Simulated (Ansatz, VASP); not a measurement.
# Two plane-wave programs on HfSn2Se6

Contents of INCAR:

```
SYSTEM = HfSn2Se6
  PREC = Accurate
  ENCUT = 520
  EDIFF = 1E-6
  ISMEAR = 0
  SIGMA = 0.1
  LREAL = .FALSE.
  LASPH = .TRUE.
  NELM = 60
  ALGO = Normal
  ISIF = 2
  LWAVE = .FALSE.
  LCHARG = .FALSE.
  GGA = PE
  NBANDS = 47
```

KPOINTS

```
Automatic mesh
0
G
  6 6 1
  0 0 0
```

POSCAR

```
HfSn2Se6
1.0
    3.8375999000      0.0000000000      0.0000000000
   -1.9187999000      3.3234590000      0.0000000000
    0.0000000000      0.0000000000     21.1522325000
Hf Sn Se
1 2 6
Direct
    0.0000000000      0.0000000000      0.0000000000
    0.0000000000      0.0000000000      0.3328270000
    0.0000000000      0.0000000000      0.6671730000
    0.3333333000      0.6666667000      0.0731740000
    0.3333333000      0.6666667000      0.4087390000
    0.3333333000      0.6666667000      0.7430820000
    0.6666667000      0.3333333000      0.2569180000
    0.6666667000      0.3333333000      0.5912610000
    0.6666667000      0.3333333000      0.9268260000
```

Input for Ansatz:

```yaml
crystal:
  lattice:
    - [3.8375999, 0.0, 0.0]
    - [-1.9187999, 3.323459, 0.0]
    - [0.0, 0.0, 21.1522325]
  atoms:
    - { symbol: Hf, position: [0.0, 0.0, 0.0] }
    - { symbol: Sn, position: [0.0, 0.0, 0.332827] }
    - { symbol: Sn, position: [0.0, 0.0, 0.667173] }
    - { symbol: Se, position: [0.3333333, 0.6666667, 0.073174] }
    - { symbol: Se, position: [0.3333333, 0.6666667, 0.408739] }
    - { symbol: Se, position: [0.3333333, 0.6666667, 0.743082] }
    - { symbol: Se, position: [0.6666667, 0.3333333, 0.256918] }
    - { symbol: Se, position: [0.6666667, 0.3333333, 0.591261] }
    - { symbol: Se, position: [0.6666667, 0.3333333, 0.926826] }
basis:
  ecutwfc: 420
kpoints:
  mp_grid: { grid: [6, 6, 1] }
hamiltonian:
  xc: pbe
scf:
  occupations: { method: gaussian, width: 0.1 }
  lower_state_search: "off"
output:
  forces: true
  stress: true
  eigenvalues: true
```

Alike in both runs: task single point; functional PBE; k mesh 6 × 6 × 1; occupations gaussian, width 0.1 eV; no spin polarisation.

|  | VASP | Ansatz |
| --- | --- | --- |
| version | VASP 6.6.1 | Ansatz 0.2.0 |
| potentials or method | VASP PAW PBE potentials, release 64 (Hf_pv, Sn_d, Se) | scalar-relativistic, plane waves, PAW |
| plane-wave cutoff (eV) | 520 | 420 |
| valence electrons in the cell | 74 | 150 |

```tsv
	VASP	Ansatz	Ansatz less VASP
gap on the k mesh at the Fermi level (eV)	0.48	0.47	-0.008
least direct gap on the mesh (eV)	1.03	1.03	+0.003
pressure (GPa)	0.0	0.1	+0.06
largest component of the traceless stress (GPa)	0.10	0.11	+0.013
rms of the force components (eV/Å)	0.016	0.006	-0.0105
```

Atom by atom the forces differ by 0.013 eV/Å (rms over components). The functional is the same, so the differences come from potentials, cutoffs and numerics. The two sets of potentials don't hold the same shells in valence.

Caveats: spin-orbit coupling is left out, which moves the levels of the heavy elements; an odd mesh through Γ misses points on the zone boundary, where band edges often lie; this functional lacks dispersion, which binds the layers, so the pressure and a relaxed spacing across them are unreliable.
